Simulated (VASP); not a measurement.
# Mg6ZnC (Amm2) in VASP: reference runs

Aim: a first look at Mg6ZnC with PBE, on the cell as given and on a disturbed one.

Everything below comes from runs of VASP 6.6.1. Logs are shortened: lines on timing, memory, paths and dates and some standing lists are left out, and cuts for length are marked.

### Step 1. The structure

The structure is orthorhombic, space group Amm2 (No. 38). The conventional cell has a = 3.442 Å, b = 8.554 Å, c = 10.193 Å, α = 90.00°, β = 90.00°, γ = 90.00°. Zn (site symmetry mm2) is surrounded by 6 Mg at 2.67 to 2.82 Å. Mg (site symmetry mm2) has 2 Zn at 2.82 Å and 4 Mg at 3.08 to 3.18 Å as nearest neighbours. Around Mg (site symmetry m) lie 1 C at 2.62 Å and 2 Zn at 2.67 Å and 2 Mg at 2.83 Å. Mg (site symmetry mm2) has 2 C at 2.25 Å as nearest neighbours. Mg (site symmetry m) is surrounded by 2 C at 2.47 Å and 1 Mg at 2.76 Å. C (site symmetry mm2) has 6 Mg at 2.25 to 2.47 Å as nearest neighbours.

The cell comes from a database or a generator and needn't be the stable form of this composition.

### Step 2. Single point, PBE

Input file INCAR:

```
ALGO = Normal
EDIFF = 1E-7
ENCUT = 520
GGA = PE
ISIF = 2
ISMEAR = -1
LASPH = True
LCHARG = True
LELF = True
LREAL = False
LVHAR = True
LWAVE = False
NBANDS = 24
NELM = 80
PREC = Accurate
SIGMA = 0.05
```

Input file KPOINTS:

```
k-points
0
Gamma
  8 4 4
```

Input file POSCAR:

```
Mg6ZnC
1.0
    3.4419260000      0.0000000000      0.0000000000
    0.0000000000      4.2769015000      5.0963815000
    0.0000000000     -4.2769015000      5.0963815000
Zn Mg C
1 6 1
Direct
    0.0000000000      0.9121460000      0.9121460000
    0.5000000000      0.1310530000      0.1310530000
    0.5000000000      0.1295030000      0.6539590000
    0.5000000000      0.6539590000      0.1295030000
    0.0000000000      0.3813980000      0.3813980000
    0.0000000000      0.4722730000      0.7953950000
    0.0000000000      0.7953950000      0.4722730000
    0.5000000000      0.5242730000      0.5242730000
```

Potentials or basis: VASP PAW PBE potentials, release 64 (Zn, Mg, C).

The run is started by

```sh
$ cat potpaw_PBE.64/Zn/POTCAR potpaw_PBE.64/Mg/POTCAR potpaw_PBE.64/C/POTCAR > POTCAR
$ mpirun -np 1 vasp_std > vasp.out
```

OUTCAR:

```text
EDIFF = 1E-7
   ENCUT = 520
   GGA = PE
   ISIF = 2
   ISMEAR = -1
   LASPH = True
   LREAL = False
   NELM = 80
   PREC = Accurate

 ion  position               nearest neighbor table
   1  0.000  0.912  0.912-   3 2.67   4 2.67   3 2.67   4 2.67   2 2.82   2 2.82   7 3.16   6 3.16

   2  0.500  0.131  0.131-   1 2.82   1 2.82   5 3.08   5 3.08   4 3.18   3 3.18   6 3.37   7 3.37
                             6 3.37   7 3.37   4 3.48   3 3.48
   3  0.500  0.130  0.654-   8 2.62   1 2.67   1 2.67   5 2.83   5 2.83   6 3.13   6 3.13   2 3.18
                             7 3.21   7 3.21   2 3.48
   4  0.500  0.654  0.130-   8 2.62   1 2.67   1 2.67   5 2.83   5 2.83   7 3.13   7 3.13   2 3.18
                             6 3.21   6 3.21   2 3.48
   5  0.000  0.381  0.381-   8 2.25   8 2.25   3 2.83   3 2.83   4 2.83   4 2.83   6 2.92   7 2.92
                             2 3.08   2 3.08
   6  0.000  0.472  0.795-   8 2.47   8 2.47   7 2.76   5 2.92   3 3.13   3 3.13   1 3.16   4 3.21
                             4 3.21   2 3.37   2 3.37
   7  0.000  0.795  0.472-   8 2.47   8 2.47   6 2.76   5 2.92   4 3.13   4 3.13   1 3.16   3 3.21
                             3 3.21   2 3.37   2 3.37
   8  0.500  0.524  0.524-   5 2.25   5 2.25   7 2.47   6 2.47   6 2.47   7 2.47   3 2.62   4 2.62

  LATTYP: Found a base centered orthorhombic cell.
 ALAT       =     8.5538030000
 B/A-ratio  =     1.1916060026
 C/A-ratio  =     0.4023854653

  Lattice vectors:

 A1 = (   0.0000000000,   4.2769015000,  -5.0963815000)
 A2 = (   0.0000000000,   4.2769015000,   5.0963815000)
 A3 = (   3.4419260000,   0.0000000000,   0.0000000000)

Analysis of symmetry for initial positions (statically):
=====================================================================
 Subroutine PRICEL returns:
 Original cell was already a primitive cell.

 Routine SETGRP: Setting up the symmetry group for a
 base centered orthorhombic supercell.

 Subroutine GETGRP returns: Found  4 space group operations
 (whereof  4 operations were pure point group operations)
 out of a pool of  8 trial point group operations.

The static configuration has the point symmetry C_2v.

Analysis of symmetry for dynamics (positions and initial velocities):
=====================================================================
 Subroutine PRICEL returns:
 Original cell was already a primitive cell.

 Routine SETGRP: Setting up the symmetry group for a
 base centered orthorhombic supercell.

 Subroutine GETGRP returns: Found  4 space group operations
[... 111 lines left out ...]
   LSORBIT =      F    spin-orbit coupling
   LASPH  =      T    aspherical Exc in radial PAW
   ENCUT  =  520.0 eV  38.22 Ry    6.18 a.u.   6.40 12.37 12.37*2*pi/ulx,y,z
   NELM   =     80;   NELMIN=  2; NELMDL= -5     # of ELM steps
   EDIFF  = 0.1E-06   stopping-criterion for ELM
   LREAL  =      F    real-space projection
   EDIFFG = 0.1E-05   stopping-criterion for IOM
   NSW    =      0    number of steps for IOM
   IBRION =     -1    ionic relax: 0-MD 1-quasi-New 2-CG
   NFREE  =      0    steps in history (QN), initial steepest desc. (CG)
   ISIF   =      2    stress and relaxation
   ISYM   =      2    0-nonsym 1-usesym 2-fastsym
   POTIM  = 0.5000    time-step for ionic-motion
   TEBEG  =    0.0;   TEEND  =   0.0 temperature during run
   PSTRESS=    0.0 pullay stress
   NELECT =      28.0000    total number of electrons
   NUPDOWN=      -1.0000    fix difference up-down
   EMIN   =  10.00;   EMAX   =-10.00  energy-range for DOS
   EFERMI =   0.00;   METHOD = LEGACY
   ISMEAR =    -1;   SIGMA  =   0.05  broadening in eV -4-tet -1-fermi 0-gaus
   EFERMI_NEDOS =   21; number of points for ismear=-14 and -15
   IALGO  =     38    algorithm
   IMIX   =      4    mixing-type and parameters
     AMIX     =   0.40;   BMIX     =  1.00
     AMIX_MAG =   1.60;   BMIX_MAG =  1.00
  volume/ion in A,a.u.               =      18.76       126.57
  Fermi-wavevector in a.u.,A,eV,Ry     =   0.935520  1.767877 11.907798  0.875198
  Thomas-Fermi vector in A             =   2.062436
   LORBIT       =      0    0 simple, 1 ext, 2 COOP (PROOUT), +10 PAW based schemes
   GGA     = PE    functional components
[... 5 lines left out ...]
 non-spin polarized calculation
  energy-cutoff  :      520.00
  volume of cell :      150.05
 maximum number of plane-waves:      4070
 NGX is ok and might be reduce to    28
   NGX = 13   NGY = 25   NGZ = 25

 number of electron      28.0000005 magnetization

 Free energy of the ion-electron system (eV)
  ---------------------------------------------------
  ext. energy  EPLUGINS =         0.00000000
  ---------------------------------------------------
  free energy    TOTEN  =       -17.46525582 eV

  energy without entropy =      -17.44112237  energy(sigma->0) =      -17.45318910

 E-fermi :   3.0730     XC(G=0):  -9.1459

 val. band max:        3.0700564753   @ k =   0.2500   0.5000   0.2500
 cond. band min:       3.0780171376   @ k =   0.0000   0.2500   0.2500
 fundamental gap:      0.0079606623
 Fermi energy:         3.0730108953

 k-point     1 :       0.0000    0.0000    0.0000
  band No.  band energies     occupation
      1      -7.3001      2.00000
      2      -4.5700      2.00000
      3      -4.4179      2.00000
      4      -4.4164      2.00000
      5      -4.3807      2.00000
      6      -4.3240      2.00000
[... 637 lines left out ...]
     23       7.3500      0.00000
     24       7.9547      0.00000

 [... further k-points ...]
[... 5 lines left out ...]
  --------------------------------------------------------------------------------------
  -------------------------------------------------------------------------------------
  Total       -1.0350639      0.1991570     -0.0560656      0.0000000      0.0000000      0.0000000
  in kB      -11.0523601      2.1265885     -0.5986662      0.0000000      0.0000000      0.0000000
  external PRESSURE =      -3.1748126 kB  Pullay stress =       0.0000000 kB

 VOLUME and BASIS-vectors are now :
 -----------------------------------------------------------------------------
  energy-cutoff  :      520.00
  volume of cell :      150.05
      direct lattice vectors                 reciprocal lattice vectors
     3.441926000  0.000000000  0.000000000     0.290535009  0.000000000  0.000000000
     0.000000000  4.276901500  5.096381500     0.000000000  0.116907065  0.098108825
     0.000000000 -4.276901500  5.096381500     0.000000000 -0.116907065  0.098108825

 POSITION                                       TOTAL-FORCE (eV/Angst)
 -----------------------------------------------------------------------------------
      0.00000      0.00000      9.29729         0.000000      0.000000     -0.115748
      1.72096      0.00000      1.33579         0.000000      0.000000      0.132771
      1.72096     -2.24305      3.99282         0.000000      0.145605     -0.007535
      1.72096      2.24305      3.99282         0.000000     -0.145605     -0.007535
      0.00000      0.00000      3.88750         0.000000      0.000000      0.034856
      0.00000     -1.38196      6.46052         0.000000      0.009598      0.016775
      0.00000      1.38196      6.46052         0.000000     -0.009598      0.016775
      1.72096      0.00000      5.34379         0.000000      0.000000     -0.070358
 -----------------------------------------------------------------------------------
    total drift:                               -0.000000      0.000001     -0.000255

  FREE ENERGIE OF THE ION-ELECTRON SYSTEM (eV)
  ---------------------------------------------------
  free  energy   TOTEN  =       -17.4652558234 eV

  energy  without entropy=      -17.4411223711  energy(sigma->0) =      -17.45318910
```

stdout:

```text
POSCAR found type information on POSCAR ZnMgC
 POSCAR found :  3 types and       8 ions
 scaLAPACK will be used
 LDA part: xc-table for (Slater+PW92), standard interpolation
 POSCAR, INCAR and KPOINTS ok, starting setup
 FFT: planning ... GRIDC
 FFT: planning ... GRID_SOFT
 FFT: planning ... GRID
 WAVECAR not read
 entering main loop
```

It took 2.5 min on 1 thread of Intel Xeon Platinum 8375C at 2.90GHz (Ice Lake), shared host; peak memory 0.32 GiB.

What came out:

```
Free energy            : -17.4653 eV
Pressure               : -0.3 GPa
Largest force          : 0.146 eV/Å
Band gap on the k mesh : none (metal or under the smearing width)
```

Forces in eV/Å, atoms in the order of the input:
```
Zn   0.000  0.000 -0.116
Mg   0.000  0.000  0.133
Mg   0.000  0.146 -0.008
Mg   0.000 -0.146 -0.008
Mg   0.000  0.000  0.035
Mg   0.000  0.010  0.017
Mg   0.000 -0.010  0.017
C    0.000  0.000 -0.070
```

Stress tensor (GPa, compression positive):
```
-1.11  0.00  0.00
 0.00  0.21  0.00
 0.00  0.00 -0.06
```

Levels at points of the mesh, in eV from the Fermi level:
| k point | band 11 | band 12 | band 13 | band 14 | band 15 | band 16 | band 17 | band 18 |
| --- | --- | --- | --- | --- | --- | --- | --- | --- |
| (0.00, 0.00, 0.00) | -2.67 | -2.29 | -1.15 | -0.47 | 0.13 | 2.45 | 3.25 | 3.79 |
| (0.50, 0.00, 0.00) | -2.37 | -1.66 | -1.00 | -0.25 | -0.15 | 0.03 | 0.29 | 1.61 |
| (0.00, 0.50, 0.00) | -3.03 | -1.24 | -0.46 | -0.15 | 0.45 | 1.56 | 2.59 | 3.23 |
| (0.50, 0.50, 0.00) | -1.88 | -1.82 | -1.20 | -0.82 | -0.05 | 0.27 | 0.41 | 1.52 |
| (0.00, 0.50, 0.50) | -1.62 | -1.56 | -0.46 | 0.45 | 0.72 | 0.82 | 2.06 | 2.19 |
| (0.50, 0.50, 0.50) | -2.80 | -2.42 | -2.39 | -0.01 | 0.65 | 1.23 | 1.33 | 2.91 |

### Step 3. Single point, PBE (atoms moved at random, drawn with an rms of 0.05 Å)

Input file INCAR:

```
SYSTEM = Mg6ZnC
ALGO = Normal ; EDIFF = 1E-7
ENCUT = 520 ; GGA = PE
ISIF = 2 ; ISMEAR = -1
LASPH = .TRUE. ; LCHARG = .FALSE.
LREAL = .FALSE. ; LWAVE = .FALSE.
NBANDS = 24 ; NELM = 80
PREC = Accurate ; SIGMA = 0.05
```

Input file KPOINTS:

```
k-points
0
G
  8 4 4
  0 0 0
```

Input file POSCAR:

```
Mg6ZnC
1.0
    3.4419260000      0.0000000000      0.0000000000
    0.0000000000      4.2769015000      5.0963815000
    0.0000000000     -4.2769015000      5.0963815000
Zn Mg C
1 6 1
Direct
    0.0076100000      0.9162790000      0.9169010000
    0.5146180000      0.1212990000      0.1269080000
    0.4989000000      0.1286750000      0.6513970000
    0.4997110000      0.6469510000      0.1287950000
    0.0202470000      0.3875270000      0.3740510000
   -0.0092150000      0.4675340000      0.7902540000
   -0.0134140000      0.7966030000      0.4738310000
    0.4794490000      0.5306470000      0.5184950000
```

Potentials or basis: VASP PAW PBE potentials, release 64 (Zn, Mg, C).

The run is started by

```sh
$ cat potpaw_PBE.64/Zn/POTCAR potpaw_PBE.64/Mg/POTCAR potpaw_PBE.64/C/POTCAR > POTCAR
$ mpirun -np 1 vasp_std > vasp.out
```

OUTCAR:

```text
SYSTEM = Mg6ZnC
   EDIFF = 1E-7
   ENCUT = 520
   GGA = PE
   ISIF = 2
   ISMEAR = -1
   LASPH = .TRUE.
   LREAL = .FALSE.
   NELM = 80
   PREC = Accurate

 ion  position               nearest neighbor table
   1  0.008  0.916  0.917-   3 2.67   4 2.68   3 2.70   2 2.71   4 2.72   2 2.74   7 3.18   6 3.24

   2  0.515  0.121  0.127-   1 2.71   1 2.74   5 3.12   5 3.14   4 3.15   3 3.16   7 3.30   6 3.35
                             7 3.40   6 3.43   3 3.50   4 3.50
   3  0.499  0.129  0.651-   1 2.67   8 2.67   1 2.70   5 2.83   5 2.91   6 3.09   6 3.12   2 3.16
                             7 3.16   7 3.21   2 3.50
   4  0.500  0.647  0.129-   8 2.57   1 2.68   1 2.72   5 2.72   5 2.81   7 3.14   2 3.15   7 3.19
                             6 3.21   6 3.24   2 3.50
   5  0.020  0.388  0.374-   8 2.16   8 2.37   4 2.72   4 2.81   3 2.83   6 2.91   3 2.91   7 2.91
                             2 3.12   2 3.14
   6  0.991  0.468  0.790-   8 2.45   8 2.51   7 2.76   5 2.91   3 3.09   3 3.12   4 3.21   4 3.24
                             1 3.24   2 3.35   2 3.43
   7  0.987  0.797  0.474-   8 2.43   8 2.47   6 2.76   5 2.91   4 3.14   3 3.16   1 3.18   4 3.19
                             3 3.21   2 3.30   2 3.40
   8  0.479  0.531  0.518-   5 2.16   5 2.37   7 2.43   6 2.45   7 2.47   6 2.51   4 2.57   3 2.67

[... 211 lines left out ...]
      5      -4.3954      2.00000
      6      -4.3544      2.00000
[... 637 lines left out ...]
     23       9.2461      0.00000
     24       9.4143      0.00000

 [... further k-points ...]

------------------------ aborting loop because EDIFF is reached ----------------------------------------

  FORCE on cell =-STRESS in cart. coord.  units (eV):
  Direction    XX          YY          ZZ          XY          YZ          ZX
  --------------------------------------------------------------------------------------
  -------------------------------------------------------------------------------------
  Total       -0.7414635      0.3081122      0.4211690      0.0242276      0.2386214      0.5837217
  in kB       -7.9173099      3.2900070      4.4972211      0.2587015      2.5479871      6.2329510
  external PRESSURE =      -0.0433606 kB  Pullay stress =       0.0000000 kB

 VOLUME and BASIS-vectors are now :
 -----------------------------------------------------------------------------
  energy-cutoff  :      520.00
  volume of cell :      150.05
      direct lattice vectors                 reciprocal lattice vectors
     3.441926000  0.000000000  0.000000000     0.290535009  0.000000000  0.000000000
     0.000000000  4.276901500  5.096381500     0.000000000  0.116907065  0.098108825
     0.000000000 -4.276901500  5.096381500     0.000000000 -0.116907065  0.098108825

 POSITION                                       TOTAL-FORCE (eV/Angst)
 -----------------------------------------------------------------------------------
      0.02619     -0.00266      9.34258        -0.090802     -0.028908     -0.342927
      1.77128     -0.02399      1.26496        -0.039487      0.034501      0.495912
      1.71718     -2.23563      3.97554         0.083311      0.192636     -0.080148
      1.71997      2.21610      3.95350         0.108949      0.170337      0.025726
      0.06969      0.05764      3.88129        -0.723059     -0.354543     -0.198167
      3.41021     -1.38024      6.41017         0.018619      0.010587      0.120264
      3.39576      1.38046      6.47462         0.025794      0.022518     -0.036296
      1.65023      0.05197      5.34683         0.616676     -0.047127      0.015635
 -----------------------------------------------------------------------------------
    total drift:                                0.000236      0.000090     -0.000020

  FREE ENERGIE OF THE ION-ELECTRON SYSTEM (eV)
  ---------------------------------------------------
  free  energy   TOTEN  =       -17.3693650838 eV

  energy  without entropy=      -17.3444111456  energy(sigma->0) =      -17.35688811
```

OSZICAR:

```text
N       E                     dE             d eps       ncg     rms          rms(c)
DAV:   1     0.993886311605E+02    0.99389E+02   -0.10399E+04  3264   0.103E+03
DAV:   2    -0.984316230660E+01   -0.10923E+03   -0.10142E+03  3520   0.206E+02
DAV:   3    -0.207522127704E+02   -0.10909E+02   -0.10672E+02  4480   0.559E+01
DAV:   4    -0.210608657978E+02   -0.30865E+00   -0.30825E+00  3616   0.959E+00
DAV:   5    -0.210648856501E+02   -0.40199E-02   -0.40195E-02  4248   0.115E+00    0.879E+00
DAV:   6    -0.176125556787E+02    0.34523E+01   -0.22136E+01  4936   0.346E+01    0.468E+00
DAV:   7    -0.174363862456E+02    0.17617E+00   -0.37007E+00  3800   0.966E+00    0.209E+00
DAV:   8    -0.174078165146E+02    0.28570E-01   -0.42292E-01  3904   0.288E+00    0.120E+00
DAV:   9    -0.173735757704E+02    0.34241E-01   -0.11746E-01  4152   0.135E+00    0.397E-01
DAV:  10    -0.173691912880E+02    0.43845E-02   -0.24576E-02  4024   0.795E-01    0.137E-01
DAV:  11    -0.173696515099E+02   -0.46022E-03   -0.59862E-03  4120   0.395E-01    0.140E-01
DAV:  12    -0.173693939592E+02    0.25755E-03   -0.19107E-03  4112   0.150E-01    0.326E-02
DAV:  13    -0.173693740472E+02    0.19912E-04   -0.35018E-04  4224   0.650E-02    0.170E-02
DAV:  14    -0.173693645024E+02    0.95448E-05   -0.44360E-05  4256   0.275E-02    0.447E-03
DAV:  15    -0.173693652049E+02   -0.70253E-06   -0.94246E-06  3584   0.116E-02    0.221E-03
DAV:  16    -0.173693650691E+02    0.13578E-06   -0.50832E-07  4128   0.252E-03    0.410E-04
DAV:  17    -0.173693650838E+02   -0.14665E-07   -0.27868E-08  2128   0.898E-04
   1 F= -.17369365E+02 E0= -.17356888E+02  d E =-.249539E-01
```

stdout:

```text
POSCAR found type information on POSCAR ZnMgC
 POSCAR found :  3 types and       8 ions
 scaLAPACK will be used
 LDA part: xc-table for (Slater+PW92), standard interpolation
 POSCAR, INCAR and KPOINTS ok, starting setup
 FFT: planning ... GRIDC
 FFT: planning ... GRID_SOFT
 FFT: planning ... GRID
 WAVECAR not read
 entering main loop
```

Run time: 4.7 min. Hardware: 1 thread of Intel Xeon Platinum 8375C at 2.90GHz (Ice Lake), shared host; peak memory 0.4 GiB.

What came out:

| Quantity | Value |
| --- | --- |
| Free energy | -17.3694 eV |
| Pressure | 0.0 GPa |
| Largest force | 0.829 eV/Å |
| Band gap on the k mesh | none (metal or under the smearing width) |

Forces on the atoms (eV/Å):
```
Zn  -0.091 -0.029 -0.343
Mg  -0.039  0.035  0.496
Mg   0.083  0.193 -0.080
Mg   0.109  0.170  0.026
Mg  -0.723 -0.355 -0.198
Mg   0.019  0.011  0.120
Mg   0.026  0.023 -0.036
C    0.617 -0.047  0.016
```
